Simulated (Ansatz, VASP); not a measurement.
Zn3P: VASP beside Ansatz

```
Zn P
1.0
     3.97552    0.00000    0.00000
     0.00000    3.97552    0.00000
     0.00000    0.00000    3.97552
Zn P
3 1
Direct
  0.50000 0.50000 0.00000
  0.50000 0.00000 0.50000
  0.00000 0.50000 0.50000
  0.00000 0.00000 0.00000
```

The cell comes from a database or a generator and needn't be the stable form of this composition.

Alike in both runs: functional PBEsol; k mesh 4 × 4 × 4; occupations fermi-dirac, width 0.05 eV; no spin polarisation.

|  | VASP | Ansatz |
| --- | --- | --- |
| version | VASP 6.6.1 | Ansatz 0.2.0 |
| potentials or method | VASP PAW PBE potentials, release 64 (Zn, P) | Ansatz PAW |
| plane-wave cutoff (eV) | 520 | 420 |
| valence electrons in the cell | 41 | 41 |
| task | single point | projected density of states |

|  | VASP | Ansatz | Ansatz less VASP |
| --- | --- | --- | --- |
| gap on the k mesh at the Fermi level (eV) | none | none | - |
| pressure (GPa) | -4.9 | -5.2 | -0.29 |

A gap of «none» marks a metal or a gap that the smearing closes.

Caveats: the k mesh is coarse (spacing up to 0.40 Å⁻¹), so the values aren't converged; the PAW data sets were made with another functional, which shifts forces and pressure a little (VASP); the PAW data sets come from PBE, with cores solved anew for the run's functional, which leaves a small shift of forces and pressure (Ansatz); the density of states is complete only up to the lowest level of the last band computed (Ansatz).
